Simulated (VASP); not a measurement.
A VASP calculation is set up with these files.

**POSCAR**
```
AlInN2
1
   -2.3855187337     2.3855187337     4.6503431715
    2.3855187337    -2.3855187337     4.6503431715
    2.3855187337     2.3855187337    -4.6503431715
Al In N
2 2 4
Direct
  0.7500000000   0.2500000000   0.5000000000
  1.0000000000   0.0000000000   1.0000000000
  0.2500000000   0.7500000000   0.5000000000
  0.5000000000   0.5000000000   1.0000000000
  0.6786186072   0.1250000000   0.0536186072
  0.8750000000   0.9286186072   0.5536186072
  0.0713813928   0.6250000000   0.9463813928
  0.3750000000   0.3213813928   0.4463813928
```

KPOINTS:
```
Automatic mesh
0
Gamma
6 6 6
0 0 0
```

**INCAR**
```
SYSTEM = AlInN2
PREC = Accurate; ENCUT = 480; LREAL = .False.
LASPH = .True.
EDIFF = 1E-6; NELM = 100; ALGO = Normal
LMAXMIX = 4
ISMEAR = 0; SIGMA = 0.05
GGA = PE
IBRION = 2; NSW = 60; ISIF = 3
EDIFFG = -0.02
LWAVE = .False.; LCHARG = .False.
```

POTCAR, in this order: Al In N (PBE.64 set). Program: vasp_std.

### Question
Translate this PBE calculation to Ansatz.

### Answer
One equivalent input (not run):
Ansatz 0.2 input:
```yaml
crystal:
  lattice:
    - [-2.3855187, 2.3855187, 4.6503432]
    - [2.3855187, -2.3855187, 4.6503432]
    - [2.3855187, 2.3855187, -4.6503432]
  atoms:
    - { symbol: Al, position: [0.7500000, 0.2500000, 0.5000000] }
    - { symbol: Al, position: [1.0000000, 0.0000000, 1.0000000] }
    - { symbol: In, position: [0.2500000, 0.7500000, 0.5000000] }
    - { symbol: In, position: [0.5000000, 0.5000000, 1.0000000] }
    - { symbol: N, position: [0.6786186, 0.1250000, 0.0536186] }
    - { symbol: N, position: [0.8750000, 0.9286186, 0.5536186] }
    - { symbol: N, position: [0.0713814, 0.6250000, 0.9463814] }
    - { symbol: N, position: [0.3750000, 0.3213814, 0.4463814] }
kpoints:
  mp_grid: { grid: [6, 6, 6] }
hamiltonian:
  xc: pbe
  pseudopotentials: { kind: paw }
scf:
  occupations: { method: gaussian, width: 0.05 }
  max_iter: 100
relax:
  max_steps: 60
  f_tol: 0.02
  cell: {}
output: { forces: true, stress: true, eigenvalues: true }
```
Limits of the translation: each code has its own PAW files, so the cut-off isn't converted (ENCUT is set for VASP's; basis.ecutwfc is left out, and Ansatz then takes the one that its files recommend); Ansatz stops its SCF on the density residual and VASP on the energy change (EDIFF).

The structure comes from a computed database's AlInN2 entry (I-42d); how it stands against other phases isn't given here. It was relaxed first. The start is the result of an earlier pass.
